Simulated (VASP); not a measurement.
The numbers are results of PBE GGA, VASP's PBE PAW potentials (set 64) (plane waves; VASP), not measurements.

VASP ran on this input.

### KPOINTS
```
Automatic mesh
0
Monkhorst-Pack
9 10 9
0 0 0
```

### INCAR
```
SYSTEM = FeAl
PREC = Accurate; ENCUT = 400; LREAL = .False.
LASPH = .True.
EDIFF = 1E-6; NELM = 100; ALGO = Normal
LMAXMIX = 4
ISMEAR = 1; SIGMA = 0.1
GGA = PE
ISIF = 2
LWAVE = .False.; LCHARG = .False.
```

### POSCAR
```
FeAl
1.0
  2.9102120000   0.0000000000   0.0000000000
  0.0000000000   2.8524460000   0.0000000000
  0.0000000000   0.0000000000   2.8970010000
Al Fe
1 1
Cart
  1.4551060000   1.4262230000   1.4485005000
  0.0272395843   0.0000000000   0.0000000000
```

POTCAR, in this order: Al Fe (PBE.64 set). Program: vasp_std.

Gaps are read on the run's mesh, which can miss a band edge.

Problem. Predict the energy per atom (σ→0), pressure, largest force, band gap (on the k-mesh).

Solution. 
The energy per atom (σ→0) comes out as -6.305 eV/atom, the band gap (on the k-mesh) is none (metal, semimetal or under 0.01 eV) and the pressure comes out as -3.53 GPa. The largest force is 0.210 eV/Å.

File OSZICAR:
```
...
DAV:   7    -0.126560493084E+02    0.40697E+01   -0.38512E+01  2527   0.844E+01    0.254E+00
DAV:   8    -0.126258290262E+02    0.30220E-01   -0.21966E-01  2442   0.575E+00    0.148E+00
DAV:   9    -0.126113614737E+02    0.14468E-01   -0.50379E-02  2654   0.347E+00    0.369E-01
DAV:  10    -0.126109405988E+02    0.42087E-03   -0.95372E-04  2875   0.397E-01    0.161E-01
DAV:  11    -0.126109210361E+02    0.19563E-04   -0.24787E-05  2532   0.524E-02    0.274E-02
DAV:  12    -0.126109195056E+02    0.15305E-05   -0.39781E-06  2536   0.240E-02    0.516E-03
DAV:  13    -0.126109193083E+02    0.19733E-06   -0.52692E-07  1211   0.854E-03
   1 F= -.12610919E+02 E0= -.12610823E+02  d E =-.287606E-03
```

The compound is FeAl in the CsCl type structure. The cell was not relaxed at this level, atoms are displaced from their ideal sites. The run is one of a series of settings (KPOINTS 9×10×9 Monkhorst-Pack mesh against the base run), some of them coarse on purpose. The run is not spin-polarised, so no magnetic state was tried. The electron count is odd and the run is not spin-polarised, which forces a metal.
